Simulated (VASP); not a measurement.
Level of theory: PBE GGA with D3 dispersion (Becke-Johnson damping), VASP's PBE PAW potentials (set 64) (plane waves; VASP).

VASP ran on this input.

KPOINTS:
```
Automatic mesh
0
Gamma
12 12 12
0 0 0
```

**INCAR**
```
SYSTEM=MgO
PREC=Accurate; ENCUT=520; LREAL=.False.
LASPH=.True.
EDIFF=1E-7; NELM=100; ALGO=Normal
ISMEAR=-5
GGA=PE; IVDW=12
ISIF=2
LWAVE=.False.; LCHARG=.True.; LORBIT=11
NEDOS=601
```

**POSCAR**
```
MgO
1
   -0.0000000000     2.1007259079     2.1007259079
    2.1007259079    -0.0000000000     2.1007259079
    2.1007259079     2.1007259079     0.0000000000
Mg O
1 1
Direct
  0.0000000000   0.0000000000   0.0000000000
  0.5000000000   0.5000000000   0.5000000000
```

POTCAR, in this order: Mg O (PBE.64 set). Program: vasp_std.

What VASP printed:

### OSZICAR
```
       N       E                     dE             d eps       ncg     rms          rms(c)
DAV:   1     0.162584360163E+02    0.16258E+02   -0.47919E+03  1320   0.883E+02
DAV:   2    -0.130111898460E+02   -0.29270E+02   -0.28958E+02  1304   0.147E+02
DAV:   3    -0.134624883592E+02   -0.45130E+00   -0.45130E+00  1560   0.209E+01
DAV:   4    -0.134631657197E+02   -0.67736E-03   -0.67736E-03  1488   0.785E-01
DAV:   5    -0.134631661906E+02   -0.47087E-06   -0.47087E-06  1568   0.148E-02    0.723E+00
DAV:   6    -0.119203443781E+02    0.15428E+01   -0.10001E+01  1152   0.224E+01    0.226E+00
DAV:   7    -0.119065112676E+02    0.13833E-01   -0.41696E-02  1232   0.254E+00    0.131E+00
DAV:   8    -0.119012983324E+02    0.52129E-02   -0.23769E-02  1152   0.235E+00    0.152E-01
DAV:   9    -0.119012193985E+02    0.78934E-04   -0.38823E-04  1696   0.175E-01    0.718E-02
DAV:  10    -0.119013252256E+02   -0.10583E-03   -0.12737E-04  1184   0.121E-01    0.529E-03
DAV:  11    -0.119013253778E+02   -0.15219E-06   -0.62978E-07  1712   0.809E-03    0.273E-03
DAV:  12    -0.119013252693E+02    0.10850E-06   -0.36280E-07  1232   0.533E-03    0.250E-04
DAV:  13    -0.119013252574E+02    0.11823E-07   -0.28870E-09   688   0.686E-04
   1 F= -.12492128E+02 E0= -.12492128E+02  d E =0.000000E+00
```

### OUTCAR
```
------------------------ aborting loop because EDIFF is reached ----------------------------------------
 Edisp (eV)   -0.59080
  FORCE on cell =-STRESS in cart. coord.  units (eV):
  Direction    XX          YY          ZZ          XY          YZ          ZX
  --------------------------------------------------------------------------------------
  Total      -0.00047    -0.00047    -0.00047    -0.00000     0.00000    -0.00000
  in kB      -0.04084    -0.04084    -0.04084    -0.00000     0.00000    -0.00000
  external pressure =       -0.04 kB  Pullay stress =        0.00 kB
  volume of cell :       18.54
      direct lattice vectors                 reciprocal lattice vectors
     0.000000000  2.100725908  2.100725908    -0.238012964  0.238012964  0.238012964
     2.100725908  0.000000000  2.100725908     0.238012964 -0.238012964  0.238012964
     2.100725908  2.100725908  0.000000000     0.238012964  0.238012964 -0.238012964
  FREE ENERGIE OF THE ION-ELECTRON SYSTEM (eV)
  ---------------------------------------------------
  free  energy   TOTEN  =       -12.4921278318 eV

  energy  without entropy=      -12.4921278318  energy(sigma->0) =      -12.49212783

 total charge

# of ion       s       p       d       tot
------------------------------------------
    1        0.150   0.181   0.081   0.412
    2        1.542   3.565   0.000   5.108
--------------------------------------------------
tot          1.692   3.747   0.081   5.519
```
(Selected blocks of OUTCAR.)

The compound is MgO in the rock salt structure. It was relaxed first.
